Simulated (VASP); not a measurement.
Computed with PBEsol GGA, VASP's PBE PAW potentials (set 64) (plane waves; VASP).

A VASP calculation is set up with these files.

POSCAR:
```
RuSb
1
    0.0000000000     2.9067319562     2.9067319562
    2.9067319562     0.0000000000     2.9067319562
    2.9067319562     2.9067319562    -0.0000000000
Ru Sb
1 1
Direct
  0.0000000000   0.0000000000   0.0000000000
  0.2500000000   0.2500000000   0.2500000000
```

**KPOINTS**
```
Automatic mesh
0
Gamma
12 12 12
0 0 0
```

### INCAR
```
EDIFF = 1E-7   ! SCF stop (eV)
ISMEAR = -5   ! tetrahedra, Bloechl
GGA = PS
ALGO = Normal
NEDOS = 601
PREC = Accurate
LCHARG = T
LMAXMIX = 4
LORBIT = 11
NELM = 100
LASPH = T   ! aspherical one-centre terms
LWAVE = F
LREAL = F
ISIF = 2   ! forces and stress, cell fixed
SYSTEM = RuSb
ENCUT = 400   ! plane-wave cut-off (eV)
```

POTCAR, in this order: Ru_pv Sb (PBE.64 set). Program: vasp_std.

For a metal the tetrahedron method with Blöchl corrections gives inexact stress and forces. Unless said otherwise, spin-orbit coupling is left out, though it shifts the bands of the heavy elements here.

Question: What does the run give for the energy per atom (σ→0), band gap (on the k-mesh)?

Answer: 
- energy per atom (σ→0) = -6.762 eV/atom
- band gap (on the k-mesh) = none (metal, semimetal or under 0.01 eV)

### OSZICAR
```
...
DAV:   9    -0.135243835080E+02   -0.40836E-04   -0.11989E-03  2297   0.292E-01    0.646E-02
DAV:  10    -0.135244478758E+02   -0.64368E-04   -0.90024E-05  2152   0.981E-02    0.147E-02
DAV:  11    -0.135244403251E+02    0.75508E-05   -0.59028E-06  2339   0.225E-02    0.318E-03
DAV:  12    -0.135244422114E+02   -0.18864E-05   -0.77453E-07  2175   0.795E-03    0.687E-04
DAV:  13    -0.135244419470E+02    0.26448E-06   -0.29192E-08  1401   0.132E-03    0.452E-04
DAV:  14    -0.135244416660E+02    0.28100E-06   -0.18251E-08   991   0.879E-04    0.753E-05
DAV:  15    -0.135244416844E+02   -0.18473E-07   -0.36304E-09   946   0.421E-04
   1 F= -.13524442E+02 E0= -.13524442E+02  d E =0.000000E+00
```

The structure was generated: RuSb was put into the zinc blende type (F-43m), which need not be its known phase. It was relaxed first, which changed the volume by -31 %. The electron count is odd and the run is not spin-polarised, which forces a metal.
